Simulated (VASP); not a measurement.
Level of theory: LDA (Ceperley-Alder, Perdew-Zunger), VASP's LDA PAW potentials (set 64) (plane waves; VASP 6.6.1).

VASP input:

File POSCAR:
```
InCl
12.439880
  0.1773103921  -0.5000000000   0.0000000000
  0.1773103921   0.5000000000   0.0000000000
  0.0000000000   0.0000000000   0.3652888935
In Cl
2 2
Cart
  0.1773103921   0.1136200000   0.0913587523
  0.1773103921  -0.1136200000   0.2740031990
  0.1773103921   0.3444600000   0.0971303168
  0.1773103921  -0.3444600000   0.2797747635
```

### KPOINTS
```
Automatic
0
G
6 6 5
```

INCAR:
```
! general
SYSTEM =InCl
PREC   =Accurate
ENCUT  =300   ! plane-wave cut-off (eV)
LREAL  =.FALSE.
LASPH  =.TRUE.

! electronic loop
EDIFF  =1E-6   ! SCF stop (eV)
NELM   =100
ALGO   =Normal   ! blocked Davidson
LMAXMIX=4   ! l cut-off of mixed one-centre charges

! smearing
ISMEAR =0   ! Gaussian
SIGMA  =0.01   ! width (eV)

! ions
ISIF   =2

! output
LWAVE  =.FALSE.
LCHARG =.FALSE.
```

POTCAR, in this order: In_d Cl (LDA.64 set). Program: vasp_std.

What will the output report for the number of irreducible k-points (NKPTS), largest plane-wave count, number of space-group operations, FFT grid (NGX, NGY, NGZ)?

```json
{
  "number of irreducible k-points (NKPTS)": "39",
  "largest_plane_wave_count": "1491",
  "number_of_space_group_operations": "4",
  "FFT grid (NGX, NGY, NGZ)": "40 × 40 × 28"
}
```

The structure comes from a computed database's InCl entry (Cmc2_1); how it stands against other phases isn't given here. The cell was not relaxed at this level. The run is one of a series of settings (GGA removed, POTCAR In_d Cl (LDA.64 set) against the base run), some of them coarse on purpose.
